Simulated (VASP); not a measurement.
Given:

```
InAs
1.0
    0.00000     3.05717     3.05717
    3.05717     0.00000     3.05717
    3.05717     3.05717     0.00000
In As
1 1
Direct
  0.00000   0.00000   0.00000
  0.25000   0.25000   0.25000
```

Method: PBE GGA with D3 dispersion (Becke-Johnson damping), VASP's PBE PAW potentials (set 64) (plane waves; VASP 6.6.1). Numerical set-up: 520 eV cut-off, 10×10×10 Γ-centred mesh, first-order Methfessel-Paxton smearing of 0.10 eV, potentials In_d As.

### Question
Give the energy at these volumes per atom, relative to the lowest: 26.86, 27.71, 28.57, 29.43, 30.29 Å³.

### Answer
19.5, 4.6, 0.0, 4.1, 15.4 meV/atom. A third-order Birch-Murnaghan fit gives B0 = 53.9 GPa and B0′ = 4.7.

Measured: bulk modulus 58.6 GPa at 0 K (computed value off by -8.0 %), as given by Daniel Mejia-Rodriguez et al., Physical Review B (2018), arXiv:1807.09216 [0 K value with the zero-point phonon effect removed]; a 6.047 Å at 0 K (computed value off by +1.1 %), as given by Daniel Mejia-Rodriguez et al., Physical Review B (2018), arXiv:1807.09216 [static lattice: zero-point anharmonic expansion removed].

The compound is InAs in the zinc blende structure. It was relaxed first.
